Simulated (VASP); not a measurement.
An input for Ansatz (written as the equivalent of a VASP run, and not itself run):

Ansatz 0.2 input:
```yaml
crystal:
  lattice:
    - [2.1785074, 1.2577616, 7.0472618]
    - [-2.1785074, 1.2577616, 7.0472618]
    - [0.0000000, -2.5155233, 7.0472618]
  atoms:
    - { symbol: Al, position: [0.9997026, 0.9997026, 0.9997026] }
    - { symbol: Ga, position: [0.4999283, 0.4999283, 0.4999283] }
    - { symbol: Sb, position: [0.1254975, 0.1254975, 0.1254975] }
    - { symbol: Sb, position: [0.6248886, 0.6248886, 0.6248886] }
kpoints:
  mp_grid: { grid: [6, 6, 6] }
hamiltonian:
  xc: pbesol
  pseudopotentials: { kind: paw }
scf:
  occupations: { method: gaussian, width: 0.05 }
  max_iter: 100
relax:
  max_steps: 60
  f_tol: 0.02
  cell: {}
output: { forces: true, stress: true, eigenvalues: true }
```

Problem. Write the VASP files for the same calculation (PBEsol).

Solution. This is not unique; one that fits is 
**INCAR**
```
SYSTEM  =  AlGaSb2
PREC  =  Accurate; ENCUT  =  400; LREAL  =  .FALSE.
LASPH  =  .TRUE.
EDIFF  =  1E-6; NELM  =  100; ALGO  =  Normal
LMAXMIX  =  4
ISMEAR  =  0; SIGMA  =  0.05
GGA  =  PS
IBRION  =  2; NSW  =  60; ISIF  =  3
EDIFFG  =  -0.02
LWAVE  =  .FALSE.; LCHARG  =  .FALSE.
```

**KPOINTS**
```
Regular mesh
0
G
  6 6 6
0 0 0
```

POSCAR:
```
AlGaSb2
1
    2.1785074265     1.2577616297     7.0472617632
   -2.1785074265     1.2577616297     7.0472617632
   -0.0000000000    -2.5155232594     7.0472617632
Al Ga Sb
1 1 2
Direct
  0.9997026092   0.9997026092   0.9997026092
  0.4999283297   0.4999283297   0.4999283297
  0.1254974605   0.1254974605   0.1254974605
  0.6248886006   0.6248886006   0.6248886006
```

POTCAR, in this order: Al Ga_d Sb (PBE.64 set). Program: vasp_std.

The two are equivalent in intent, not identical: each code has its own PAW files, so the cut-off isn't converted (ENCUT is set for VASP's; basis.ecutwfc is left out, and Ansatz then takes the one that its files recommend); Ansatz stops its SCF on the density residual and VASP on the energy change (EDIFF).

The structure comes from a computed database's AlGaSb2 entry (R3m); how it stands against other phases isn't given here. This run relaxes it. Symmetry was kept, so distortions that lower it aren't found. The start is the result of an earlier pass.
